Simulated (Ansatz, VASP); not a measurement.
## Cross-check of ZrB2 between VASP and Ansatz

Wanted: the spread between two codes on one cell, functional and k mesh. The cell is taken from a series of runs on this material, whose earlier steps may have relaxed, scaled, displaced or heated it; both programs get it as it stands.

Method: plane waves, with VASP 6.6.1 beside it; zone-centre phonons at LDA, in Ansatz 0.2.0.

## 1. Starting point

It takes space group P6/mmm (No. 191, hexagonal). Conventional cell: a = 3.123 Å, b = 3.123 Å, c = 3.477 Å, α = 90.00°, β = 90.00°, γ = 120.00°. Nearest to B lie 3 B at 1.80 Å and 6 Zr at 2.50 Å. Nearest to Zr lie 12 B at 2.50 Å. Farther neighbours are not listed.

## 2. VASP: zone-centre phonons, LDA

Second derivatives magnify differences that forces hide, and they need a tight electronic threshold.

Lines of VASP's logs that name or quote its potential files are left out, and so is its time.

INCAR

```
SYSTEM = ZrB2
PREC = Accurate
ENCUT = 500
EDIFF = 1E-08
NELM = 120
ISMEAR = 1
SIGMA = 0.2
LREAL = .FALSE.
ALGO = Normal
GGA = CA
NBANDS = 15
LASPH = .TRUE.
LORBIT = 11
LWAVE = .FALSE.
LCHARG = .FALSE.
ISIF = 2
IBRION = 8
GGA_COMPAT = .FALSE.
KPAR = 2
```

POSCAR

```
ZrB2
1.0
    3.1227935361      0.0000000000      0.0000000000
   -1.5613967680      2.7044185330      0.0000000000
    0.0000000000      0.0000000000      3.4767045411
B Zr
2 1
Direct
    0.3333333333      0.6666666667      0.5000000000
    0.6666666667      0.3333333333      0.5000000000
    0.0000000000      0.0000000000      0.0000000000
```

KPOINTS

```
Automatic mesh
0
Gamma
15 15 12
0 0 0
```

PAW data sets: B and Zr_sv (LDA family, release 64).

Launch:

```bash
$ mpirun -np 2 vasp_std
```

Numbers of over 12 decimals in the logs are rounded to 6 here.

The program printed:

```text
[banner, memory and clock lines left out]
running    2 mpi-ranks, on    1 nodes
 distrk:  each k-point on    1 cores,    2 groups
 distr:  one band on    1 cores,    1 groups

 POSCAR found type information on POSCAR B Zr
 POSCAR found :  2 types and       3 ions
 LDA part: xc-table for (Slater(with rela. corr.)+CA(PZ))
 , standard interpolation
 POSCAR, INCAR and KPOINTS ok, starting setup
 FFT: planning ... GRIDC
 FFT: planning ... GRID_SOFT
 FFT: planning ... GRID
 WAVECAR not read
 entering main loop
       N       E                     dE             d eps       ncg     rms          rms(c)
DAV:   1     0.101231726158E+03    0.10123E+03   -0.95708E+03  5670   0.117E+03
DAV:   2    -0.260023339534E+02   -0.12723E+03   -0.12231E+03  7063   0.305E+02
DAV:   3    -0.302678065306E+02   -0.42655E+01   -0.42405E+01  9080   0.484E+01
DAV:   4    -0.303369239065E+02   -0.69117E-01   -0.69104E-01  6445   0.569E+00
DAV:   5    -0.303386165054E+02   -0.16926E-02   -0.16926E-02  8899   0.611E-01    0.238E+01
DAV:   6    -0.275302067330E+02    0.28084E+01   -0.65843E+00  7092   0.180E+01    0.969E+00
DAV:   7    -0.274822821063E+02    0.47925E-01   -0.75073E-01  8396   0.547E+00    0.361E+00
DAV:   8    -0.274830265176E+02   -0.74441E-03   -0.11298E-01  6936   0.294E+00    0.492E-01
DAV:   9    -0.274784196116E+02    0.46069E-02   -0.21996E-02  7130   0.120E+00    0.167E-01
DAV:  10    -0.274781685329E+02    0.25108E-03   -0.11879E-03  6650   0.324E-01    0.484E-02
DAV:  11    -0.274781659104E+02    0.26225E-05   -0.62491E-05  7864   0.736E-02    0.150E-02
DAV:  12    -0.274781636887E+02    0.22217E-05   -0.51612E-06  8031   0.161E-02    0.500E-03
DAV:  13    -0.274781635468E+02    0.14185E-06   -0.67562E-07  8302   0.671E-03    0.183E-03
DAV:  14    -0.274781635393E+02    0.75479E-08   -0.48665E-08  6314   0.218E-03
   1 F= -.27478164E+02 E0= -.27478328E+02  d E =0.494394E-03
 Linear response reoptimize wavefunctions to high precision
DAV:   1    -0.274781635391E+02    0.19509E-09   -0.27674E-09  6099   0.469E-04
DAV:   2    -0.274781635391E+02   -0.20236E-10   -0.16286E-10  3192   0.121E-04
 Linear response DOF=           4
 Linear response progress:
  Degree of freedom:   1/  4
       N       E                     dE             d eps       ncg     rms          rms(c)
RMM:   1    -0.490812803579E-01   -0.49081E-01   -0.25888E-02 57841   0.107E+00
RMM:   2    -0.437787703437E-01    0.53025E-02   -0.23585E-03 47210   0.256E-01    0.154E-01
RMM:   3    -0.436651816826E-01    0.11359E-03   -0.75573E-04 44573   0.134E-01    0.761E-02
RMM:   4    -0.441641000668E-01   -0.49892E-03   -0.48837E-04 43436   0.106E-01    0.855E-03
RMM:   5    -0.441701604202E-01   -0.60604E-05   -0.54914E-05 52682   0.294E-02    0.241E-03
RMM:   6    -0.441709648331E-01   -0.80441E-06   -0.99993E-06 55940   0.102E-02    0.129E-03
RMM:   7    -0.441674559612E-01    0.35089E-05   -0.19407E-06 55924   0.463E-03    0.291E-04
RMM:   8    -0.441692532768E-01   -0.17973E-05   -0.14979E-07 58291   0.207E-03    0.157E-04
RMM:   9    -0.441687428278E-01    0.51045E-06    0.50938E-07 59340   0.934E-04    0.313E-05
RMM:  10    -0.441688690995E-01   -0.12627E-06    0.11491E-08 58410   0.443E-04    0.262E-05
RMM:  11    -0.441687412509E-01    0.12785E-06    0.24049E-07 58751   0.220E-04    0.826E-06
RMM:  12    -0.441687205550E-01    0.20696E-07    0.16915E-08 60088   0.112E-04    0.444E-06
RMM:  13    -0.441687044065E-01    0.16149E-07    0.19636E-07 58902   0.592E-05    0.404E-06
RMM:  14    -0.441687026526E-01    0.17539E-08    0.16201E-07 57704   0.339E-05    0.194E-06
RMM:  15    -0.441686968017E-01    0.58508E-08    0.16283E-07 56603   0.212E-05    0.425E-07
RMM:  16    -0.441686976331E-01   -0.83136E-09    0.14863E-07 51130   0.147E-05    0.286E-07
RMM:  17    -0.441686965606E-01    0.10725E-08    0.14831E-07 47577   0.116E-05    0.237E-07
RMM:  18    -0.441686972403E-01   -0.67967E-09    0.14154E-07 39910   0.100E-05    0.116E-07
RMM:  19    -0.441686974994E-01   -0.25913E-09    0.14241E-07 35567   0.932E-06    0.107E-07
RMM:  20    -0.441686976802E-01   -0.18084E-09    0.13791E-07 32284   0.899E-06    0.886E-08
 first order change of Fermi-energy   0.18754E-04
 force on displaced ion       1 direction 1 : -16.635  -0.001   0.000
 Linear response progress:
  Degree of freedom:   2/  4
       N       E                     dE             d eps       ncg     rms          rms(c)
RMM:   1    -0.482405074276E-01   -0.48241E-01   -0.19211E-03 20251   0.113E+00
RMM:   2    -0.455047528874E-01    0.27358E-02   -0.18657E-03 16272   0.252E-01    0.126E-01
RMM:   3    -0.453976724506E-01    0.10708E-03   -0.99264E-04 15735   0.152E-01    0.578E-02
RMM:   4    -0.457991308944E-01   -0.40146E-03   -0.38668E-04 16417   0.957E-02    0.123E-02
RMM:   5    -0.458722967515E-01   -0.73166E-04   -0.56998E-05 18361   0.352E-02    0.393E-03
RMM:   6    -0.458849123733E-01   -0.12616E-04   -0.12476E-05 18955   0.135E-02    0.912E-04
RMM:   7    -0.458769739819E-01    0.79384E-05   -0.27878E-06 19666   0.588E-03    0.270E-04
RMM:   8    -0.458781608984E-01   -0.11869E-05   -0.16122E-06 19571   0.278E-03    0.132E-04
RMM:   9    -0.458771056991E-01    0.10552E-05   -0.10592E-06 19694   0.139E-03    0.949E-05
RMM:  10    -0.458775634420E-01   -0.45774E-06   -0.70657E-07 19786   0.736E-04    0.102E-05
RMM:  11    -0.458776052426E-01   -0.41801E-07   -0.38441E-07 21207   0.355E-04    0.121E-05
RMM:  12    -0.458775971186E-01    0.81240E-08   -0.19355E-07 20851   0.172E-04    0.821E-06
RMM:  13    -0.458775589955E-01    0.38123E-07   -0.89430E-08 20135   0.922E-05    0.551E-06
RMM:  14    -0.458775843444E-01   -0.25349E-07   -0.50829E-08 20534   0.501E-05    0.218E-06
RMM:  15    -0.458775866927E-01   -0.23483E-08   -0.14945E-08 20092   0.285E-05    0.182E-06
 first order change of Fermi-energy  -0.84065E-04
 force on displaced ion       1 direction 3 :  -0.000   0.000 -10.957
 Linear response progress:
  Degree of freedom:   3/  4
       N       E                     dE             d eps       ncg     rms          rms(c)
RMM:   1    -0.666572021115E+00   -0.66657E+00    0.30216E+00 15495   0.151E+01
RMM:   2    -0.609777428218E+00    0.56795E-01   -0.18886E-01 21311   0.284E+00    0.168E-01
RMM:   3    -0.611204211650E+00   -0.14268E-02   -0.32571E-02 25280   0.858E-01    0.521E-02
RMM:   4    -0.612760748840E+00   -0.15565E-02   -0.54815E-03 31630   0.297E-01    0.318E-02
RMM:   5    -0.613197726416E+00   -0.43698E-03   -0.85330E-04 31504   0.111E-01    0.168E-02
RMM:   6    -0.613182865974E+00    0.14860E-04   -0.13108E-04 31755   0.491E-02    0.327E-03
RMM:   7    -0.613161599622E+00    0.21266E-04   -0.36683E-05 32812   0.228E-02    0.335E-03
RMM:   8    -0.613158415483E+00    0.31841E-05   -0.20888E-07 32617   0.124E-02    0.990E-04
RMM:   9    -0.613165295397E+00   -0.68799E-05   -0.38382E-06 33319   0.734E-03    0.224E-04
RMM:  10    -0.613166097173E+00   -0.80178E-06   -0.38729E-06 33974   0.456E-03    0.721E-05
RMM:  11    -0.613166486394E+00   -0.38922E-06   -0.26720E-06 35059   0.318E-03    0.123E-04
RMM:  12    -0.613162600623E+00    0.38858E-05   -0.21825E-06 32725   0.245E-03    0.191E-04
RMM:  13    -0.613167651167E+00   -0.50505E-05   -0.15065E-06 30350   0.201E-03    0.153E-04
RMM:  14    -0.613170433929E+00   -0.27828E-05   -0.13594E-06 33507   0.154E-03    0.864E-05
[...]
RMM:  21    -0.613174568171E+00    0.13307E-06   -0.32644E-07 32600   0.456E-04    0.236E-05
RMM:  22    -0.613174625194E+00   -0.57022E-07   -0.27803E-07 30810   0.396E-04    0.298E-05
RMM:  23    -0.613174599896E+00    0.25297E-07   -0.24899E-07 28000   0.349E-04    0.376E-05
RMM:  24    -0.613174697792E+00   -0.97896E-07   -0.21378E-07 29393   0.311E-04    0.407E-05
RMM:  25    -0.613174586317E+00    0.11148E-06   -0.18823E-07 28870   0.278E-04    0.495E-05
RMM:  26    -0.613174641080E+00   -0.54762E-07   -0.16901E-07 25563   0.247E-04    0.524E-05
RMM:  27    -0.613174635577E+00    0.55025E-08   -0.14880E-07 20170   0.221E-04    0.568E-05
RMM:  28    -0.613174672524E+00   -0.36947E-07   -0.13460E-07 24197   0.200E-04    0.592E-05
 first order change of Fermi-energy   0.96226E-04
 force on displaced ion       3 direction 1 : -14.510  -0.000   0.000
 Linear response progress:
  Degree of freedom:   4/  4
       N       E                     dE             d eps       ncg     rms          rms(c)
RMM:   1    -0.744187157766E+00   -0.74419E+00    0.27024E+00  6604   0.148E+01
RMM:   2    -0.686022537688E+00    0.58165E-01   -0.16269E-01  8836   0.269E+00    0.192E-01
RMM:   3    -0.689409020697E+00   -0.33865E-02   -0.36067E-02 10262   0.798E-01    0.610E-02
RMM:   4    -0.691734517453E+00   -0.23255E-02   -0.65506E-03 11997   0.279E-01    0.386E-02
RMM:   5    -0.691999841704E+00   -0.26532E-03   -0.96936E-04 12427   0.103E-01    0.235E-02
RMM:   6    -0.691878216110E+00    0.12163E-03   -0.11480E-04 12646   0.485E-02    0.406E-03
RMM:   7    -0.691931362412E+00   -0.53146E-04   -0.29823E-05 12719   0.210E-02    0.389E-03
RMM:   8    -0.691917585473E+00    0.13777E-04   -0.93757E-06 12997   0.111E-02    0.975E-04
RMM:   9    -0.691920273554E+00   -0.26881E-05   -0.46607E-06 13784   0.609E-03    0.740E-04
RMM:  10    -0.691922684340E+00   -0.24108E-05   -0.24284E-06 13196   0.433E-03    0.379E-04
RMM:  11    -0.691922815628E+00   -0.13129E-06   -0.78948E-07 12980   0.290E-03    0.370E-05
RMM:  12    -0.691923402281E+00   -0.58665E-06   -0.11249E-06 14084   0.206E-03    0.107E-04
RMM:  13    -0.691923215040E+00    0.18724E-06   -0.74829E-08 13913   0.150E-03    0.124E-04
RMM:  14    -0.691923501631E+00   -0.28659E-06   -0.15208E-07 13337   0.119E-03    0.623E-05
[...]
RMM:  23    -0.691927799065E+00   -0.44924E-06    0.15659E-07 12880   0.217E-04    0.601E-06
RMM:  24    -0.691928028380E+00   -0.22932E-06    0.12761E-07 13115   0.178E-04    0.277E-06
RMM:  25    -0.691928081082E+00   -0.52702E-07    0.11102E-07 13768   0.147E-04    0.292E-06
RMM:  26    -0.691928037342E+00    0.43740E-07    0.85598E-08 11882   0.125E-04    0.595E-06
RMM:  27    -0.691928077234E+00   -0.39892E-07    0.74657E-08 11783   0.109E-04    0.638E-06
RMM:  28    -0.691928051632E+00    0.25603E-07    0.59443E-08  9947   0.947E-05    0.844E-06
RMM:  29    -0.691928084320E+00   -0.32688E-07    0.51294E-08 10017   0.835E-05    0.845E-06
RMM:  30    -0.691928093494E+00   -0.91737E-08    0.41121E-08  8627   0.737E-05    0.898E-06
 first order change of Fermi-energy   0.12600E-03
 force on displaced ion       3 direction 3 :   0.000   0.000 -16.004
 Linear response finished
```

OUTCAR, selected parts (step 2):

```text
ion  position               nearest neighbor table
   1  0.333  0.667  0.500-   2 1.80   2 1.80   2 1.80   3 2.50   3 2.50   3 2.50   3 2.50   3 2.50
                             3 2.50
   2  0.667  0.333  0.500-   1 1.80   1 1.80   1 1.80   3 2.50   3 2.50   3 2.50   3 2.50   3 2.50
                             3 2.50
   3  0.000  0.000  0.000-   1 2.50   2 2.50   1 2.50   2 2.50   1 2.50   1 2.50   2 2.50   2 2.50
                             2 2.50   2 2.50   1 2.50   1 2.50

  LATTYP: Found a hexagonal cell.
 ALAT       =     3.1227935361
 C/A-ratio  =     1.1133315414

 Subroutine GETGRP returns: Found 24 space group operations
 (whereof 24 operations were pure point group operations)

The static configuration has the point symmetry D_6h.

 Found    189 irreducible k-points:

   k-points           NKPTS =    189   k-points in BZ     NKDIM =    189   number of bands    NBANDS=     15

   dimension x,y,z NGX =    24 NGY =   24 NGZ =   28
   dimension x,y,z NGXF=    48 NGYF=   48 NGZF=   56

   ENCUT  =  500.0 eV  36.75 Ry    6.06 a.u.   5.69  5.69  6.34*2*pi/ulx,y,z

   NELECT =      18.0000    total number of electrons

 k-points in reciprocal lattice and weights: Automatic mesh
   0.00000000  0.00000000  0.00000000       0.000
   0.06666667  0.00000000  0.00000000       0.002
   0.13333333  0.00000000  0.00000000       0.002
   0.20000000  0.00000000  0.00000000       0.002
   0.26666667  0.00000000  0.00000000       0.002
   0.33333333  0.00000000  0.00000000       0.002
   0.40000000  0.00000000  0.00000000       0.002
   0.46666667  0.00000000  0.00000000       0.002
   0.06666667  0.06666667  0.00000000       0.002
[...]
0.33333333  0.26666667  0.50000000       0.004
   0.33333333  0.33333333  0.50000000       0.001

 average (electrostatic) potential at core
       1 -26.5821       2 -26.5821       3 -71.7956

  Total        0.5771777      0.5771777      0.5847602      0.0000000     -0.0000000     -0.0000000
  in kB       31.4945348     31.4945348     31.9082808      0.0000000     -0.0000000     -0.0000000
  external PRESSURE =      31.6324502 kB  Pullay stress =       0.0000000 kB

  energy-cutoff  :      500.00
  volume of cell :       29.36
      direct lattice vectors                 reciprocal lattice vectors
     3.122793536  0.000000000  0.000000000     0.320226102  0.184882626  0.000000000
    -1.561396768  2.704418533  0.000000000     0.000000000  0.369765252  0.000000000
     0.000000000  0.000000000  3.476704541     0.000000000  0.000000000  0.287628698

 POSITION                                       TOTAL-FORCE (eV/Angst)
 -----------------------------------------------------------------------------------
     -0.00000      1.80295      1.73835         0.000000     -0.000000      0.000000
      1.56140      0.90147      1.73835        -0.000000      0.000000      0.000000
      0.00000      0.00000      0.00000         0.000000      0.000000      0.000000
 -----------------------------------------------------------------------------------
    total drift:                               -0.000000      0.000000     -0.000000

 Eigenvectors and eigenvalues of the dynamical matrix
 ----------------------------------------------------

   1 f  =   24.253970 THz   152.392190 2PiTHz  809.025367 cm-1   100.306316 meV
             X         Y         Z           dx          dy          dz
     -0.000000  1.802946  1.738352    -0.630270   -0.320561   -0.000000
      1.561397  0.901473  1.738352     0.630270    0.320561    0.000000
      0.000000  0.000000  0.000000    -0.000000    0.000000    0.000000

   2 f  =   24.253970 THz   152.392190 2PiTHz  809.025367 cm-1   100.306316 meV
             X         Y         Z           dx          dy          dz
     -0.000000  1.802946  1.738352    -0.320561    0.630270    0.000000
      1.561397  0.901473  1.738352     0.320561   -0.630270   -0.000000
      0.000000  0.000000  0.000000     0.000000   -0.000000   -0.000000

   3 f  =   17.735650 THz   111.436376 2PiTHz  591.597608 cm-1    73.348722 meV
             X         Y         Z           dx          dy          dz
     -0.000000  1.802946  1.738352     0.000000    0.000000   -0.707107
      1.561397  0.901473  1.738352     0.000000   -0.000000    0.707107
      0.000000  0.000000  0.000000     0.000000    0.000000   -0.000000

   4 f  =   14.958117 THz    93.984622 2PiTHz  498.949080 cm-1    61.861774 meV
             X         Y         Z           dx          dy          dz
     -0.000000  1.802946  1.738352     0.000000    0.000000   -0.635753
      1.561397  0.901473  1.738352     0.000000    0.000000   -0.635753
      0.000000  0.000000  0.000000    -0.000000   -0.000000    0.437762

   5 f  =   14.237927 THz    89.459533 2PiTHz  474.926118 cm-1    58.883307 meV
             X         Y         Z           dx          dy          dz
     -0.000000  1.802946  1.738352    -0.566625   -0.288196   -0.000000
      1.561397  0.901473  1.738352    -0.566625   -0.288196   -0.000000
      0.000000  0.000000  0.000000     0.390316    0.198522    0.000000

   6 f  =   14.237927 THz    89.459533 2PiTHz  474.926118 cm-1    58.883307 meV
             X         Y         Z           dx          dy          dz
     -0.000000  1.802946  1.738352    -0.288196    0.566625    0.000000
      1.561397  0.901473  1.738352    -0.288196    0.566625    0.000000
      0.000000  0.000000  0.000000     0.198522   -0.390316   -0.000000

   7 f/i=    0.000555 THz     0.003485 2PiTHz    0.018503 cm-1     0.002294 meV
             X         Y         Z           dx          dy          dz
     -0.000000  1.802946  1.738352     0.000000    0.000000    0.309544
      1.561397  0.901473  1.738352     0.000000    0.000000    0.309544
      0.000000  0.000000  0.000000     0.000000    0.000000    0.899091

   8 f/i=    0.002742 THz     0.017227 2PiTHz    0.091453 cm-1     0.011339 meV
             X         Y         Z           dx          dy          dz
     -0.000000  1.802946  1.738352     0.295823    0.091474   -0.000000
      1.561397  0.901473  1.738352     0.295823    0.091474   -0.000000
      0.000000  0.000000  0.000000     0.858898    0.265588   -0.000000

   9 f/i=    0.002742 THz     0.017227 2PiTHz    0.091453 cm-1     0.011339 meV
             X         Y         Z           dx          dy          dz
     -0.000000  1.802946  1.738352    -0.091474    0.295823   -0.000000
      1.561397  0.901473  1.738352    -0.091474    0.295823   -0.000000
      0.000000  0.000000  0.000000    -0.265588    0.858898   -0.000000

 ELASTIC MODULI CONTR FROM IONIC RELAXATION (kBar)
 Direction    XX          YY          ZZ          XY          YZ          ZX
 --------------------------------------------------------------------------------
 XX          -9.5459      9.5459     -0.0000     -0.0000      0.0000     -0.0000
 YY           9.5459     -9.5459      0.0000     -0.0000     -0.0000      0.0000
 ZZ          -0.0000      0.0000     -0.0000      0.0000      0.0000     -0.0000
 XY          -0.0000     -0.0000      0.0000     -9.5459     -0.0000      0.0000
 YZ           0.0000     -0.0000      0.0000     -0.0000     -0.0000      0.0000
 ZX          -0.0000      0.0000     -0.0000      0.0000      0.0000     -0.0000
 --------------------------------------------------------------------------------
```

(Part 1 of 2 ends here.)

[Lines on the potential files, build, host, timing and source positions are cut from VASP's logs without a mark.]

[Logs are printed without paths, hosts, clocks, repeated set-up lines and the standing remarks that a program may print on its own settings, such as how far it seeks lower states.]

[Hosts, paths, dates, database ids (printed as entryN), source tags and the programs' standing remarks are cut or masked in the printed files.]
